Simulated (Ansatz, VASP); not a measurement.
## CsPbCl3 in two plane-wave programs

Aim: how closely do two programs agree when they are given the same cell, functional and k mesh?

Calculated with Ansatz 0.2.0; plane waves, with VASP 6.6.1 beside it; single point at PBE.

## Step 1: Starting point

It takes space group Pm-3m (No. 221, cubic). Conventional cell: a = 5.605 Å, b = 5.605 Å, c = 5.605 Å, α = 90.00°, β = 90.00°, γ = 90.00°. Nearest to Cs lie 12 Cl at 3.96 Å. Nearest to Pb lie 6 Cl at 2.80 Å. Cl has 2 Pb at 2.80 Å and 4 Cs at 3.96 Å nearest. Farther neighbours and most contacts between anions are not listed.

## Step 2: Ansatz: single point, PBE

Ansatz runs on its default PAW (the set named soft_2) files.

With cell and atoms fixed, the geometry can't cause a difference; cores, projectors, grids and the points listed under the comparison can.

File input.yaml:

```yaml
crystal:
  lattice:
    - [5.605, 0.0, 0.0]
    - [0.0, 5.605, 0.0]
    - [0.0, 0.0, 5.605]
  atoms:
    - { symbol: Cs, position: [0.0, 0.0, 0.0] }
    - { symbol: Pb, position: [0.5, 0.5, 0.5] }
    - { symbol: Cl, position: [0.5, 0.5, 0.0] }
    - { symbol: Cl, position: [0.0, 0.5, 0.5] }
    - { symbol: Cl, position: [0.5, 0.0, 0.5] }
hamiltonian:
  xc: pbe
  pseudopotentials: { kind: paw }
kpoints:
  mp_grid: { grid: [4, 4, 4] }
scf:
  occupations: { method: gaussian, width: 0.01 }
  n_extra_bands: 5
output:
  forces: true
  stress: true
  eigenvalues: true
```

Started as:

```console
$ ansatz run input.yaml --threads 2 --pin off --max-ram 4608MiB --backend cpu --events-out ev --progress --plain --runs-dir out
```

Numbers of over 12 decimals in the logs are rounded to 6 here.

What it wrote:

```text
scf.n_extra_bands = 5 over 22 filled bands (N_el = 44.0): the run solves 27 bands
Engine: ansatz 0.2.0, x86_64-unknown-linux-gnu
Pseudopotentials: kind: paw
Pseudopotential: Cs, paw, valence charge 9, recommended cutoff 420 eV (normal), Cs.paw.azcp
Pseudopotential: Pb, paw, valence charge 14, recommended cutoff 420 eV (normal), Pb.paw.azcp
Pseudopotential: Cl, paw, valence charge 7, recommended cutoff 420 eV (normal), Cl.paw.azcp
Functional definition: PBE
  parameter kappa = 0.804
  parameter beta = 0.066725
  exchange = pbe_x(kappa = kappa, mu = beta*pi^2/3)
  correlation = pbe_c(beta = beta)
Crystal: 5 atoms, lattice volume = 176.087 Å³
Basis set: ecut = 420 eV, 3407 PW (Γ), exchange–correlation on 80×80×80 points (8 copies of the dense FFT grid, shifted against one another)
Bands: 27, of which v1, the nominal top of the filled ones, is band 22 counted from 1 (21 counted from 0)
Symmetry: 48 space group operations
Space group: Pm-3m (ITA 221), of the structure as read, at distance tolerance 5.6e-5 Å
k-points: 10 of 64
Non-local potential: Cs, projectors of the file, l = 0: 3, l = 1: 2, l = 2: 2, l = 3: 2
Non-local potential: Pb, projectors of the file, l = 0: 2, l = 1: 2, l = 2: 2, l = 3: 2
Non-local potential: Cl, projectors of the file, l = 0: 2, l = 1: 2, l = 2: 2
PAW form: soft (Blöchl's): semilocal exchange-correlation on the pseudo side does not see the compensation charge
PAW one-centre angular grid: Cs, 194 points (default); XC on 64 Gauss nodes
PAW one-centre angular grid: Pb, 590 points (default); XC on 64 Gauss nodes
PAW one-centre angular grid: Cl, 110 points (default); XC on 64 Gauss nodes
Initial density: superposition of atomic densities (neutral atoms: chi_scale 0, normalization atom), corrected by the library's trained network
Initial wavefunctions: pseudopotential atomic-orbital guess
Functional: x = pbe(κ = 0.804, μ = 0.219515), c = pbe(β = 0.066725)
SCF iter   1: F=—  HF=-20823.255447 eV  |F-HF|=—  |Δ(HF+E_count)|=         —  Δρ=5.18e-4  dr2=6.17e-4  ethr=1.77e-3  ⟨swp⟩=8.4  Hψ=1417  notcnv=0
preconditioner: auto → Resta (q_TF=auto, 2.165 Å⁻¹)  ε∞=2.9  [insulator: Δε(μ)=1.936 eV  Ē_g=13.252 eV  σ=0.010 eV  W_gap=1.00  n_scr=26 (ndim 8)  ℏωp=18.1 eV  f_vac=0.062  D(μ)=0.00/eV (n_scr^D=0)  ε∞_Penn≈2.9]
SCF iter   2: F=—  HF=-20823.254536 eV  |F-HF|=—  |Δ(HF+E_count)|=   9.12e-4  Δρ=2.55e-4  dr2=1.19e-4  ethr=1.40e-6  ⟨swp⟩=3.0  Hψ=745  notcnv=0  defer=10
SCF iter   3: F=—  HF=-20823.254563 eV  |F-HF|=—  |Δ(HF+E_count)|=   2.76e-5  Δρ=9.59e-5  dr2=1.21e-5  ethr=2.71e-7  ⟨swp⟩=2.0  Hψ=490  notcnv=0  defer=10
SCF iter   4: F=—  HF=-20823.254565 eV  |F-HF|=—  |Δ(HF+E_count)|=   1.72e-6  Δρ=2.91e-5  dr2=1.23e-6  ethr=2.74e-8  ⟨swp⟩=2.4  Hψ=431  notcnv=0  defer=10
iter 5 did not close the SCF: its close was put off for the readings that it lacked (scf_convergence_deferred on its scf_iter line)
SCF iter   5: F=-20823.254568 eV  HF=-20823.254568 eV  |F-HF|=5.55e-8  |Δ(HF+E_count)|=   2.75e-6  Δρ=4.88e-6  dr2=3.77e-8  ethr=2.81e-9  ⟨swp⟩=2.0  Hψ=456  notcnv=0  defer=10
SCF iter   6: F=-20823.254568 eV  HF=-20823.254568 eV  |F-HF|=6.22e-10  |Δ(HF+E_count)|=   7.02e-8  Δρ=7.33e-7  dr2=1.48e-9  ethr=8.57e-11  ⟨swp⟩=7.9  Hψ=1319  notcnv=0
SCF 1 converged in 6 iterations: F = -20823.254568 eV  dr2 = 1.48e-9
  greatest PAW one-centre occupation: 0.983 electrons in one spin orbital (limit 2), on the Pb atom at site 1 (counted from 0), in its partial waves of l = 2
SCF converged after 6 iterations
Free energy (F): -20823.254568 eV
Harris-Foulkes:  -20823.254568 eV  (|F-HF|=6.22e-10)
Internal energy: -20823.254568 eV  (E = F + TS)
E sigma→0 (E₀):  -20823.254568 eV
Fermi energy:    5.085267 eV
--- Per-component energies (eV) ---
  E_band       = -234.021351
  E_kinetic    = 913.644463
  E_local      = -2668.271590  (includes V_loc(G=0)·N_el)
  E_nonlocal   = 465.775514
  E_hartree    = 1011.036916
  E_xc         = -718.582039
  E_vxc        = -627.253571  (∫ρ·V_xc dr)
  E_paw        = -17446.658845  (= ΣΔE_a)
  E_vpaw       = -339.989142  (= ΣTr[D̂ρ^β])
  E_aug_tail   = 0.000317  (compensation charges beyond the density's cutoff)
  E_ewald      = -2380.199303
  E_smearing   = -0.000000  (= −TS)
  E_closure    = 0.000000  (closes the sum)
  Σ components = -20823.254568   (vs F -20823.254568, Δ=0.00e0)
--- Forces (eV/Å), atoms counted from 1 ---
  atom   1  Cs    -0.00000000     0.00000000     0.00000000
  atom   2  Pb     0.00000000    -0.00000000    -0.00000000
  atom   3  Cl     0.00000000    -0.00000000    -0.00000000
  atom   4  Cl     0.00000000     0.00000000    -0.00000000
  atom   5  Cl    -0.00000000    -0.00000000    -0.00000000
  max |Σ_I F_I| component: 1.26e-29 eV/Å
--- Stress (GPa, compression-positive) ---
        1.856805       0.000000       0.000000
        0.000000       1.856805      -0.000000
        0.000000       0.000000       1.856805
  P = ⅓ Tr σ = 1.8568 GPa (18.568 kbar)
--- Band table (eV; the first three rows and the last of 10) ---
  k-point 0: bands = [... 18 lower, 1.4707, 1.5782, 1.5782, 1.5782, 7.4573, 8.3925, 8.3925, 9.3016, ... 1 higher]
  k-point 1: bands = [... 18 lower, 1.4216, 1.5233, 1.5233, 1.6771, 7.9621, 8.7425, 8.7969, 8.9438, ... 1 higher]
  k-point 2: bands = [... 18 lower, 1.3729, 1.4678, 1.4678, 2.4264, 7.1388, 8.7951, 9.3023, 9.4428, ... 1 higher]
  k-point 9: bands = [... 18 lower, 1.8981, 1.8981, 1.8981, 4.1221, 6.0485, 6.0485, 6.0485, 9.2141, ... 1 higher]
```

Elapsed: 2.2 s, on 2 threads of Intel Xeon Platinum 8488C (Sapphire Rapids), shared host; peak memory 0.46 GiB.

The run ends at a pressure of 1.86 GPa.

## Step 3: VASP: single point, PBE

The same cell, functional, mesh and smearing now go to VASP, with its own data sets and cutoff.

Lines of VASP's logs that name or quote its potential files are left out, and so is its time.

File INCAR:

```
SYSTEM = CsPbCl3
PREC = Accurate
ENCUT = 340
EDIFF = 1E-08
NELM = 100
ISMEAR = 0
SIGMA = 0.01
LREAL = .FALSE.
ALGO = Normal
GGA = PE
NBANDS = 32
LORBIT = 11
LWAVE = .TRUE.
LCHARG = .FALSE.
KPAR = 8
```

File POSCAR:

```
CsPbCl3
1.0
    5.6050000000      0.0000000000      0.0000000000
    0.0000000000      5.6050000000      0.0000000000
    0.0000000000      0.0000000000      5.6050000000
Cs Pb Cl
1 1 3
Direct
    0.0000000000      0.0000000000      0.0000000000
    0.5000000000      0.5000000000      0.5000000000
    0.5000000000      0.5000000000      0.0000000000
    0.0000000000      0.5000000000      0.5000000000
    0.5000000000      0.0000000000      0.5000000000
```

File KPOINTS:

```
Automatic mesh
0
Gamma
4 4 4
0 0 0
```

The projector-augmented-wave data sets are Cs_sv_GW, Pb_sv_GW and Cl_GW (PBE family, release 64).

Started as:

```console
$ mpirun -np 8 vasp_std
```

What it wrote:

```text
[banner, memory and clock lines left out]
running    8 mpi-ranks, on    1 nodes
 distrk:  each k-point on    1 cores,    8 groups
 distr:  one band on    1 cores,    1 groups

 POSCAR found type information on POSCAR CsPbCl
 POSCAR found :  3 types and       5 ions
|                                                                             |
|           W    W    AA    RRRRR   N    N  II  N    N   GGGG   !!!           |
|           W    W   A  A   R    R  NN   N  II  NN   N  G    G  !!!           |
|           W    W  A    A  R    R  N N  N  II  N N  N  G       !!!           |
|           W WW W  AAAAAA  RRRRR   N  N N  II  N  N N  G  GGG   !            |
|           WW  WW  A    A  R   R   N   NN  II  N   NN  G    G                |
|           W    W  A    A  R    R  N    N  II  N    N   GGGG   !!!           |
|                                                                             |
|     For optimal performance we recommend to set                             |
|       NCORE = 2 up to number-of-cores-per-socket                            |
|     NCORE specifies how many cores store one orbital (NPAR=cpu/NCORE).      |
|     This setting can greatly improve the performance of VASP for DFT.       |
|     The default, NCORE=1 might be grossly inefficient on modern             |
|     multi-core architectures or massively parallel machines. Do your        |
|     Unfortunately you need to use the default for GW and RPA                |
|     calculations (for HF NCORE is supported but not extensively tested      |
|     yet).                                                                   |
|                                                                             |

 LDA part: xc-table for (Slater+PW92), standard interpolation
 POSCAR, INCAR and KPOINTS ok, starting setup
 FFT: planning ... GRIDC
 FFT: planning ... GRID_SOFT
 FFT: planning ... GRID
 WAVECAR not read
 entering main loop
       N       E                     dE             d eps       ncg     rms          rms(c)
DAV:   1     0.495857166568E+03    0.49586E+03   -0.24833E+04   784   0.107E+03
DAV:   2     0.484640180343E+02   -0.44739E+03   -0.42395E+03   800   0.465E+02
DAV:   3    -0.174848680221E+02   -0.65949E+02   -0.65576E+02   928   0.155E+02
DAV:   4    -0.201717371103E+02   -0.26869E+01   -0.26801E+01   976   0.402E+01
DAV:   5    -0.202392841601E+02   -0.67547E-01   -0.67523E-01   952   0.634E+00    0.539E+00
DAV:   6    -0.192655848196E+02    0.97370E+00   -0.17642E+00   968   0.110E+01    0.321E+00
DAV:   7    -0.191789677338E+02    0.86617E-01   -0.73072E-01  1000   0.465E+00    0.193E+00
DAV:   8    -0.191900868603E+02   -0.11119E-01   -0.15550E-01   936   0.360E+00    0.481E-01
DAV:   9    -0.191814133695E+02    0.86735E-02   -0.32486E-02   984   0.168E+00    0.104E-01
DAV:  10    -0.191818497560E+02   -0.43639E-03   -0.28316E-03   904   0.365E-01    0.742E-02
DAV:  11    -0.191818928084E+02   -0.43052E-04   -0.22070E-04   976   0.140E-01    0.258E-02
DAV:  12    -0.191819033830E+02   -0.10575E-04   -0.58701E-05   992   0.803E-02    0.105E-02
DAV:  13    -0.191819014691E+02    0.19139E-05   -0.17010E-05  1024   0.367E-02    0.608E-03
DAV:  14    -0.191819016476E+02   -0.17857E-06   -0.71806E-07   824   0.518E-03    0.165E-03
DAV:  15    -0.191819017042E+02   -0.56614E-07   -0.64965E-08   872   0.202E-03    0.245E-04
DAV:  16    -0.191819017040E+02    0.25011E-09   -0.75309E-09   560   0.107E-03
   1 F= -.19181902E+02 E0= -.19181902E+02  d E =-.366578-166
 writing wavefunctions
```

Parts of OUTCAR (step 3):

```text
ion  position               nearest neighbor table
   1  0.000  0.000  0.000-
   2  0.500  0.500  0.500-   3 2.80   4 2.80   5 2.80   3 2.80   5 2.80   4 2.80
   3  0.500  0.500  0.000-   2 2.80   2 2.80
   4  0.000  0.500  0.500-   2 2.80   2 2.80
   5  0.500  0.000  0.500-   2 2.80   2 2.80

  LATTYP: Found a simple cubic cell.
 ALAT       =     5.6050000000

 Subroutine GETGRP returns: Found 48 space group operations
 (whereof 48 operations were pure point group operations)

The static configuration has the point symmetry O_h .

 Found     10 irreducible k-points:

   k-points           NKPTS =     10   k-points in BZ     NKDIM =     10   number of bands    NBANDS=     32

   dimension x,y,z NGX =    36 NGY =   36 NGZ =   36
   dimension x,y,z NGXF=    72 NGYF=   72 NGZF=   72

   ENCUT  =  340.0 eV  24.99 Ry    5.00 a.u.   8.43  8.43  8.43*2*pi/ulx,y,z

   NELECT =      52.0000    total number of electrons

 k-points in reciprocal lattice and weights: Automatic mesh
   0.00000000  0.00000000  0.00000000       0.016
   0.25000000  0.00000000  0.00000000       0.094
   0.50000000  0.00000000  0.00000000       0.047
   0.25000000  0.25000000  0.00000000       0.188
   0.50000000  0.25000000  0.00000000       0.188
   0.50000000  0.50000000  0.00000000       0.047
   0.25000000  0.25000000  0.25000000       0.125
   0.50000000  0.25000000  0.25000000       0.188
   0.50000000  0.50000000  0.25000000       0.094
   0.50000000  0.50000000  0.50000000       0.016

 average (electrostatic) potential at core
       1 -71.5470       2 -97.3108       3 -83.8907       4 -83.8907       5 -83.8907

 E-fermi :   2.0205

 k-point     1 :       0.0000    0.0000    0.0000
  band No.  band energies     occupation
    ...
     22      -0.8127      2.00000
     23      -0.8127      2.00000
     24      -0.7055      2.00000
     25      -0.7055      2.00000
     26      -0.7055      2.00000
     27       5.1737      0.00000
     28       6.1103      0.00000
     29       6.1103      0.00000
     30       7.0215      0.00000
     31       7.0215      0.00000
    ...

 k-point     2 :       0.2500    0.0000    0.0000
  band No.  band energies     occupation
    ...
     22      -0.8618      2.00000
     23      -0.8618      2.00000
     24      -0.7603      2.00000
     25      -0.7603      2.00000
     26      -0.6082      2.00000
     27       5.6777      0.00000
     28       6.4582      0.00000
     29       6.5148      0.00000
     30       6.6602      0.00000
     31       7.1531      0.00000
    ...

 k-point     3 :       0.5000    0.0000    0.0000
  band No.  band energies     occupation
    ...
     22      -0.9105      2.00000
     23      -0.9105      2.00000
     24      -0.8157      2.00000
     25      -0.8157      2.00000
     26       0.1371      2.00000
     27       4.8544      0.00000
     28       6.5125      0.00000
     29       7.0200      0.00000
     30       7.1581      0.00000
     31       7.1581      0.00000
    ...

  Total        1.6970607      1.6970607      1.6970607     -0.0000000      0.0000000      0.0000000
  in kB       15.4412019     15.4412019     15.4412019     -0.0000000      0.0000000      0.0000000
  external PRESSURE =      15.4412019 kB  Pullay stress =       0.0000000 kB

  energy-cutoff  :      340.00
  volume of cell :      176.09
      direct lattice vectors                 reciprocal lattice vectors
     5.605000000  0.000000000  0.000000000     0.178412132  0.000000000  0.000000000
     0.000000000  5.605000000  0.000000000     0.000000000  0.178412132  0.000000000
     0.000000000  0.000000000  5.605000000     0.000000000  0.000000000  0.178412132

 POSITION                                       TOTAL-FORCE (eV/Angst)
 -----------------------------------------------------------------------------------
      0.00000      0.00000      0.00000         0.000000      0.000000      0.000000
      2.80250      2.80250      2.80250         0.000000      0.000000      0.000000
      2.80250      2.80250      0.00000         0.000000      0.000000      0.000000
      0.00000      2.80250      2.80250         0.000000      0.000000      0.000000
      2.80250      0.00000      2.80250         0.000000      0.000000      0.000000
 -----------------------------------------------------------------------------------
    total drift:                                0.000000      0.000000      0.000000

  FREE ENERGIE OF THE ION-ELECTRON SYSTEM (eV)
  ---------------------------------------------------
  free  energy   TOTEN  =       -19.1819017040 eV

  energy  without entropy=      -19.1819017040  energy(sigma->0) =      -19.18190170

 total charge
# of ion       s       p       d       f       tot
--------------------------------------------------
    1        1.946   5.300   0.018   0.003   7.267
    2        3.247   6.264   9.641   0.013  19.165
    3        1.587   3.488   0.008   0.000   5.084
    4        1.587   3.488   0.008   0.000   5.084
    5        1.587   3.488   0.008   0.000   5.084
--------------------------------------------------
tot          9.953  22.030   9.684   0.015  41.683

[... 3 further parts left out ...]
```

The run ends at a pressure of 1.54 GPa.

## Step 4: Differences

Known differences besides the potentials themselves: the data sets hold 44 valence electrons in Ansatz (default PAW (the set named soft_2) files) and 52 in VASP; the cutoff is 420 eV in Ansatz and 340 eV in VASP; VASP leaves aspherical gradient terms in its spheres out (LASPH is not set), Ansatz keeps them. Total energies have different zeros and are not compared.

Both answers:

| quantity | Ansatz | VASP | difference |
| --- | --- | --- | --- |
| gap on the k mesh (eV) | 1.926 | 1.937 | -0.011 |

Not compared: the pressure (VASP's GW data sets at this cutoff don't carry it). A gap on the mesh is an upper bound, since the band edges may lie between its points; neither run holds spin-orbit coupling, which can move the band edges of a compound of Pb.

## Step 5: Outcome

```yaml
difference_in_gap_on_the_k_mesh_single_point_pbe: -0.011 eV
```

The difference in gap on the k mesh is -0.011 eV (single point, PBE), within the 0.08 eV picked in this series as the mark of a large difference. Such differences can come from data sets, numerical settings and the points named under the comparisons, not from the functional's error against experiment.

[Lines on the potential files, build, host, timing and source positions are cut from VASP's logs without a mark.]

[Logs are printed without paths, hosts, clocks, repeated set-up lines and the standing remarks that a program may print on its own settings, such as how far it seeks lower states.]

[Hosts, paths, dates, database ids (printed as entryN), source tags and the programs' standing remarks are cut or masked in the printed files.]
